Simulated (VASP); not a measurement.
Here is the system:

```
CELL_PARAMETERS angstrom
     -1.65257     1.65257     1.65257
      1.65257    -1.65257     1.65257
      1.65257     1.65257    -1.65257
ATOMIC_POSITIONS crystal
  Ta 0.00000 0.00000 0.00000
```

These are r2SCAN meta-GGA, VASP's PBE PAW potentials (set 64) (plane waves; VASP 6.6.1) values and carry that method's errors. Numerical set-up: 480 eV cut-off, 14×14×14 Γ-centred mesh, first-order Methfessel-Paxton smearing of 0.10 eV, potentials Ta_pv.

Each relaxation starts from this cell; other phases were not tried.

### Question
The cell is relaxed at 5 GPa. What happens?

### Answer
The volume per atom goes from 18.05 to 17.68 Å³ (-2.1 %), and the cell becomes a = 3.2819 Å, b = 3.2819 Å, c = 3.2819 Å, α = 90.00°, β = 90.00°, γ = 90.00°, space group Im-3m.

### Question
The cell is relaxed at 10 GPa. What happens?

### Answer
The volume per atom goes from 18.05 to 17.31 Å³ (-4.1 %), and the cell becomes a = 3.2593 Å, b = 3.2593 Å, c = 3.2593 Å, α = 90.00°, β = 90.00°, γ = 90.00°, space group Im-3m.

Failed runs are left out, and for metals the shear rows, which the mesh's noise covers.

The compound is Ta in the bcc structure.
